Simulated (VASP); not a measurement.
VASP ran on this input.

### KPOINTS
```
Automatic mesh
0
Gamma
9 9 9
0 0 0
```

### POSCAR
```
CdTe
1.0
  0.0000000000   3.0273691483   3.0273691483
  3.0273691483   0.0000000000   3.0273691483
  3.0273691483   3.0273691483   0.0000000000
Cd Te
1 1
Cartesian
  0.0000000000   0.0000000000   0.0000000000
  3.0273691483   3.0273691483   3.0273691483
```

### INCAR
```
SYSTEM=CdTe
PREC=Accurate; ENCUT=400; LREAL=F
LASPH=T
EDIFF=1E-6; NELM=100; ALGO=Normal
LMAXMIX=4; LMIXTAU=T
ISMEAR=1; SIGMA=0.1
METAGGA=R2SCAN; LUSE_VDW=T; BPARAM=11.95
CPARAM=0.0093
IBRION=2; NSW=60; ISIF=3
EDIFFG=-0.01
LWAVE=F; LCHARG=F
```

POTCAR, in this order: Cd Te (PBE.64 set). Program: vasp_std.

**Question.** Translate this r2SCAN+rVV10 calculation to Ansatz.

**Answer.** One equivalent input (not run):
Ansatz 0.2 input:
```yaml
crystal:
  lattice:
    - [0.0000000, 3.0273691, 3.0273691]
    - [3.0273691, 0.0000000, 3.0273691]
    - [3.0273691, 3.0273691, 0.0000000]
  atoms:
    - { symbol: Cd, position: [0.0000000, 0.0000000, 0.0000000] }
    - { symbol: Te, position: [0.5000000, 0.5000000, 0.5000000] }
kpoints:
  mp_grid: { grid: [9, 9, 9] }
hamiltonian:
  xc: r2scan
  dispersion: rvv10
  pseudopotentials: { kind: paw }
scf:
  occupations: { method: methfessel_paxton, width: 0.1 }
  max_iter: 100
relax:
  max_steps: 60
  f_tol: 0.01
  cell: {}
output: { forces: true, stress: true, eigenvalues: true }
```
The two are equivalent in intent, not identical: each code has its own PAW files, so the cut-off isn't converted (ENCUT is set for VASP's; basis.ecutwfc is left out, and Ansatz then takes the one that its files recommend); Ansatz stops its SCF on the density residual and VASP on the energy change (EDIFF).

The structure comes from a measured CdTe entry (Fm-3m) of the Crystallography Open Database, whose conditions weren't checked. This run relaxes it. Symmetry was kept, so distortions that lower it aren't found. The start is the result of an earlier pass.
